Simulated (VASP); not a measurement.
Input:

```xyz
3
Lattice="0.0000 2.7217 2.7217 2.7217 0.0000 2.7217 2.7217 2.7217 0.0000" Properties=species:S:1:pos:R:3 pbc="T T T"
Cd     0.0000     0.0000     0.0000
F      1.3609     1.3609     1.3609
F      4.0826     4.0826     4.0826
```

Computed with optB88-vdW, VASP's PBE PAW potentials (set 64) (plane waves; VASP). Run with 520 eV cut-off, Gaussian smearing of 0.050 eV, potentials Cd F.

Estimate the band gap (along the path) with the smallest direct gap where there is one.

- band gap (along the path) = 2.94 eV
- smallest direct gap (along the path) = 3.46 eV

Total energies compare only between runs with the same potentials, cut-off and functional.

The compound is CdF2 in the fluorite structure. It was relaxed first.
